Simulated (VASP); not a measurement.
Consider the following.

```
CELL_PARAMETERS angstrom
      1.57940    -2.73561     0.00000
      1.57940     2.73561     0.00000
      0.00000     0.00000     5.14573
ATOMIC_POSITIONS crystal
  Ga 0.66667 0.33333 0.50020
  Ga 0.33333 0.66667 0.00020
  N  0.66667 0.33333 0.87680
  N  0.33333 0.66667 0.37680
```

All values below come from LDA (Ceperley-Alder, Perdew-Zunger), VASP's LDA PAW potentials (set 64) (plane waves; VASP). Run with 520 eV cut-off, 11×11×6 Γ-centred mesh, tetrahedra with Blöchl corrections, potentials Ga_d N.

Predict the energy per atom (σ→0).

energy per atom (σ→0): -673.2 kJ/mol of atoms

The absolute energy has meaning only against runs of the same code, potentials and settings.

The compound is GaN in the wurtzite structure. It was relaxed first.
